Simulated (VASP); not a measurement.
Level of theory: optB86b-vdW, VASP's PBE PAW potentials (set 64) (plane waves; VASP).

VASP ran on this input.

**KPOINTS**
```
Automatic mesh
0
Gamma
7 7 7
0 0 0
```

**INCAR**
```
! general
SYSTEM    =  KCl
PREC      =  Accurate
ENCUT     =  520
LREAL     =  .FALSE.
LASPH     =  .TRUE.

! electronic loop
EDIFF     =  1E-7
NELM      =  100
ALGO      =  Normal

! smearing
ISMEAR    =  0
SIGMA     =  0.05

! functional
GGA       =  MK
LUSE_VDW  =  .TRUE.
AGGAC     =  0.0
PARAM1    =  0.1234
PARAM2    =  1.0

! ions
ISIF      =  2

! output
LWAVE     =  .FALSE.
LCHARG    =  .FALSE.
```

POSCAR:
```
KCl
1
    0.0000000000     3.0633865101     3.0633865101
    3.0633865101     0.0000000000     3.0633865101
    3.0633865101     3.0633865101     0.0000000000
K Cl
1 1
Direct
  0.0000000000   0.0000000000   0.0000000000
  0.5000000000   0.5000000000   0.5000000000
```

POTCAR, in this order: K_sv Cl (PBE.64 set). Program: vasp_std.

Question: What does the run give for the energy per atom (σ→0), pressure, band gap (on the k-mesh)?

Answer: 
| Item | Value |
|---|---|
| energy per atom (σ→0) | -1.518 eV/atom |
| band gap (on the k-mesh) | 5.40 eV |
| pressure | 1.42 GPa |

OSZICAR:
```
...
DAV:   7    -0.302659394797E+01    0.13871E-01   -0.12419E-01   620   0.224E+00    0.176E+00
DAV:   8    -0.303580333305E+01   -0.92094E-02   -0.18712E-02   616   0.126E+00    0.204E-01
DAV:   9    -0.303615973611E+01   -0.35640E-03   -0.86855E-04   632   0.203E-01    0.963E-02
DAV:  10    -0.303664350531E+01   -0.48377E-03   -0.46091E-04   544   0.191E-01    0.103E-02
DAV:  11    -0.303664929150E+01   -0.57862E-05   -0.11224E-05   732   0.273E-02    0.486E-03
DAV:  12    -0.303665176356E+01   -0.24721E-05   -0.34698E-06   584   0.155E-02    0.226E-03
DAV:  13    -0.303665180942E+01   -0.45855E-07   -0.30946E-07   632   0.465E-03
   1 F= -.30366518E+01 E0= -.30366518E+01  d E =-.734754E-15
```

The compound is KCl in the rock salt structure. This cell is one point of a volume scan, at 0.94 of the reference volume.
